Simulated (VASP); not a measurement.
Level of theory: PBEsol GGA, VASP's PBE PAW potentials (set 64) (plane waves; VASP 6.6.1). For the first row: Settings: 400 eV cut-off, 8×8×8 Γ-centred mesh, tetrahedra with Blöchl corrections, potentials Ti_sv Ge_d.

| system | energy (eV/atom) |
|---|---|
| Ti3Ge (space group I-4) | -7.9752 |
| Ti (hcp) | -8.3325 |
| Ge (diamond) | -4.9367 |

The references are the elements' solids at the same level; no temperature or zero-point terms are added.

### Question
What is the formation energy per atom of Ti3Ge?

### Answer
The references average (12×(-8.3325) + 4×(-4.9367))/16 = -7.4835 eV, so the formation energy is -7.9752 − (-7.4835) = -0.492 eV/atom.
